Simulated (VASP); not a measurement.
```yaml
crystal:
  lattice:
    - [0.00000, 2.77845, 2.77845]
    - [2.77845, 0.00000, 2.77845]
    - [2.77845, 2.77845, 0.00000]
  atoms:
    - { symbol: Na, position: [0.00000, 0.00000, 0.00000] }
    - { symbol: Cl, position: [0.50000, 0.50000, 0.50000] }
```

The numbers are results of r2SCAN+rVV10, VASP's PBE PAW potentials (set 64) (plane waves; VASP), not measurements. Settings: 520 eV cut-off, 9×9×9 Γ-centred mesh, tetrahedra with Blöchl corrections, potentials Na_pv Cl.

### Question
Tabulate the total density of states (states/eV per cell) against energy (eV; zero at the valence-band maximum or, without a gap, the Fermi level).

### Answer

```
E (eV) | DOS (states/eV)
    -9.93 |  0.00
    -9.09 |  0.00
    -8.25 |  0.00
    -7.53 |  0.00
    -6.69 |  0.00
    -5.85 |  0.00
    -5.13 |  0.00
    -4.29 |  0.00
    -3.45 |  0.00
    -2.61 |  0.00
    -1.77 | ####################### 2.40
    -1.05 | ##################### 2.15
    -0.21 | ############################## 3.12
     0.63 |  0.00
     1.35 |  0.00
     2.19 |  0.00
     3.03 |  0.00
     3.87 |  0.00
     4.71 |  0.00
     5.43 |  0.00
     6.27 |  0.02
     7.11 | # 0.13
     7.83 | ### 0.30
     8.67 | ############ 1.29
     9.51 | ########## 1.09
```
Within 2 eV below the valence-band maximum the largest weight inside VASP's projection spheres is Cl p.

The compound is NaCl in the rock salt structure. It was relaxed first.
